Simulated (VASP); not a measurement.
Output of a VASP run:

**OUTCAR**
```
 ion  position               nearest neighbor table
   1  0.000  0.000  0.000-   2 2.55   3 2.55   3 2.55   2 2.55   3 2.55   2 2.55
   2  0.333  0.667  0.256-   1 2.55   1 2.55   1 2.55
   3  0.667  0.333  0.744-   1 2.55   1 2.55   1 2.55
  LATTYP: Found a hexagonal cell.
 ALAT       =     3.7978411269
 C/A-ratio  =     1.3471303783
 Subroutine PRICEL returns:
 Original cell was already a primitive cell.
 Subroutine GETGRP returns: Found 12 space group operations
The static configuration has the point symmetry D_3d.
The dynamic configuration has the point symmetry D_3d.
 Subroutine INISYM returns: Found 12 space group operations
 Subroutine IBZKPT returns following result:
 Found     50 irreducible k-points:

 Following reciprocal coordinates:
            Coordinates               Weight
  0.000000  0.000000  0.000000      1.000000
  0.125000  0.000000  0.000000      6.000000
  0.250000  0.000000  0.000000      6.000000
  0.375000 -0.000000  0.000000      6.000000
  0.500000  0.000000  0.000000      3.000000
  0.125000  0.125000  0.000000      6.000000
  0.250000  0.125000  0.000000     12.000000
  0.375000  0.125000  0.000000     12.000000
  0.250000  0.250000  0.000000      6.000000
  0.375000  0.250000  0.000000      6.000000
  0.000000  0.000000  0.166667      2.000000
  0.125000  0.000000  0.166667      6.000000
  0.000000  0.125000  0.166667      6.000000
  0.250000  0.000000  0.166667      6.000000
  0.000000  0.250000  0.166667      6.000000
  0.375000 -0.000000  0.166667      6.000000
 -0.000000  0.375000  0.166667      6.000000
  0.500000  0.000000  0.166667      6.000000
  0.125000  0.125000  0.166667     12.000000
  0.250000  0.125000  0.166667     12.000000
 -0.125000  0.375000  0.166667     12.000000
  0.375000  0.125000  0.166667     12.000000
 -0.125000  0.500000  0.166667     12.000000
  0.250000  0.250000  0.166667     12.000000
  0.375000  0.250000  0.166667     12.000000
  0.000000  0.000000  0.333333      2.000000
  0.125000  0.000000  0.333333      6.000000
  0.000000  0.125000  0.333333      6.000000
  0.250000  0.000000  0.333333      6.000000
  0.000000  0.250000  0.333333      6.000000
  0.375000 -0.000000  0.333333      6.000000
 -0.000000  0.375000  0.333333      6.000000
  0.500000  0.000000  0.333333      6.000000
  0.125000  0.125000  0.333333     12.000000
  0.250000  0.125000  0.333333     12.000000
 -0.125000  0.375000  0.333333     12.000000
  0.375000  0.125000  0.333333     12.000000
 -0.125000  0.500000  0.333333     12.000000
  0.250000  0.250000  0.333333     12.000000
  0.375000  0.250000  0.333333     12.000000
   k-points           NKPTS =     50   k-points in BZ     NKDIM =     50   number of bands    NBANDS=     15
   number of dos      NEDOS =    301   number of ions     NIONS =      3
   total plane-waves  NPLWV =  31360
   dimension x,y,z NGX =    28 NGY =   28 NGZ =   40
   dimension x,y,z NGXF=    56 NGYF=   56 NGZF=   80
   ions per type =               1   2
   PREC   = accura    normal or accurate (medium, high low for compatibility)
   ISTART =      0    job   : 0-new  1-cont  2-samecut
   ICHARG =      2    charge: 1-file 2-atom 10-const
   ISPIN  =      1    spin polarized calculation?
   LNONCOLLINEAR =      F non collinear calculations
   LSORBIT =      F    spin-orbit coupling
   INIWAV =      1    electr: 0-lowe 1-rand  2-diag
   ENCUT  =  520.0 eV  38.22 Ry    6.18 a.u.   7.06  7.06  9.51*2*pi/ulx,y,z
   NELM   =    100;   NELMIN=  2; NELMDL= -5     # of ELM steps
   EDIFF  = 0.1E-05   stopping-criterion for ELM
   LREAL  =      F    real-space projection
   NLSPLINE    = F    spline interpolate recip. space projectors
   LMAXMIX     =    6 max onsite mixed and CHGCAR
   VOSKOWN=      0    Vosko Wilk Nusair interpolation
   EDIFFG = -.2E-01   stopping-criterion for IOM
   NSW    =     60    number of steps for IOM
...
```

OSZICAR:
```
       N       E                     dE             d eps       ncg     rms          rms(c)
DAV:   1     0.123876363960E+03    0.12388E+03   -0.10197E+04  1508   0.129E+03
DAV:   2    -0.380479156991E+01   -0.12768E+03   -0.12490E+03  1955   0.236E+02
DAV:   3    -0.909205001774E+01   -0.52873E+01   -0.52593E+01  1787   0.518E+01
DAV:   4    -0.913668236030E+01   -0.44632E-01   -0.44847E-01  1878   0.520E+00
DAV:   5    -0.913721664181E+01   -0.53428E-03   -0.53423E-03  1844   0.529E-01    0.112E+01
DAV:   6    -0.862925259242E+01    0.50796E+00   -0.52857E+00  1521   0.227E+01    0.738E+00
DAV:   7    -0.838701481604E+01    0.24224E+00   -0.10600E+00  1535   0.110E+01    0.341E+00
DAV:   8    -0.837696324957E+01    0.10052E-01   -0.76286E-02  1549   0.195E+00    0.937E-01
DAV:   9    -0.837285815239E+01    0.41051E-02   -0.13490E-02  1661   0.126E+00    0.190E-01
DAV:  10    -0.837304946788E+01   -0.19132E-03   -0.15171E-03  1745   0.305E-01    0.394E-02
DAV:  11    -0.837305086928E+01   -0.14014E-05   -0.75355E-05  1815   0.912E-02    0.215E-02
DAV:  12    -0.837305006974E+01    0.79954E-06   -0.94832E-06  1605   0.272E-02
   1 F= -.83730501E+01 E0= -.83728970E+01  d E =-.837305E+01
```

**OUTCAR**
```
------------------------ aborting loop because EDIFF is reached ----------------------------------------
  FORCE on cell =-STRESS in cart. coord.  units (eV):
  Direction    XX          YY          ZZ          XY          YZ          ZX
  --------------------------------------------------------------------------------------
  Total        0.0052758      0.0052758     -0.0416388      0.0000000     -0.0000000     -0.0000000
  in kB        0.1322663      0.1322663     -1.0438995      0.0000000     -0.0000000     -0.0000000
  external PRESSURE =      -0.2597890 kB  Pullay stress =       0.0000000 kB
  volume of cell :       63.91
      direct lattice vectors                 reciprocal lattice vectors
     1.898920452 -3.289026960  0.000000000     0.263307502 -0.152020645  0.000000000
     1.898920452  3.289026960  0.000000000     0.263307502  0.152020645  0.000000000
     0.000000000  0.000000000  5.116187154     0.000000000  0.000000000  0.195458057
 POSITION                                       TOTAL-FORCE (eV/Angst)
 -----------------------------------------------------------------------------------
      0.00000      0.00000      0.00000        -0.000000     -0.000000      0.000000
      1.89892      1.09634      1.30891         0.000000      0.000000      0.011627
      1.89892     -1.09634      3.80727         0.000000     -0.000000     -0.011627
 -----------------------------------------------------------------------------------
    total drift:                                0.000000     -0.000000      0.000000
  FREE ENERGIE OF THE ION-ELECTRON SYSTEM (eV)
  ---------------------------------------------------
  free  energy   TOTEN  =        -8.3730500697 eV

  energy  without entropy=       -8.3725908043  energy(sigma->0) =       -8.37289698

 reached required accuracy - stopping structural energy minimisation
```
(Selected blocks of OUTCAR.)

### POSCAR
```
PtSe2
1
    1.8989204522    -3.2890269597    -0.0000000000
    1.8989204522     3.2890269597     0.0000000000
    0.0000000000    -0.0000000000     5.1161871542
Pt Se
1 2
Direct
  0.0000000000   0.0000000000   0.0000000000
  0.3333330000   0.6666670000   0.2558378764
  0.6666670000   0.3333330000   0.7441621236
```

Problem. Write an INCAR and KPOINTS that could have produced this output.

Solution. This is not unique; one that fits is the input of the run itself, optB88-vdW, plane waves, VASP's PBE PAW potentials (set 64).

KPOINTS:
```
K-points
0
G
8 8 6
0 0 0
```

### INCAR
```
# general
SYSTEM  =PtSe2
PREC    =Accurate
ENCUT   =520   # plane-wave cut-off (eV)
LREAL   =.FALSE.
LASPH   =.TRUE.   # aspherical one-centre terms

# electronic loop
EDIFF   =1E-6
NELM    =100   # most electronic steps
ALGO    =Normal
LMAXMIX =6   # l cut-off of mixed one-centre charges

# smearing
ISMEAR  =1   # Methfessel-Paxton
SIGMA   =0.1   # width (eV)

# functional
GGA     =BO
LUSE_VDW=.TRUE.
AGGAC   =0.0
PARAM1  =0.1833333333
PARAM2  =0.22

# ions
IBRION  =2
NSW     =60
ISIF    =3
EDIFFG  =-0.02   # ionic stop

# output
LWAVE   =.FALSE.
LCHARG  =.FALSE.
```

POTCAR, in this order: Pt Se (PBE.64 set). Program: vasp_std.

The compound is PtSe2 in the 1T layered structure. It was relaxed first. The start is the result of an earlier pass.
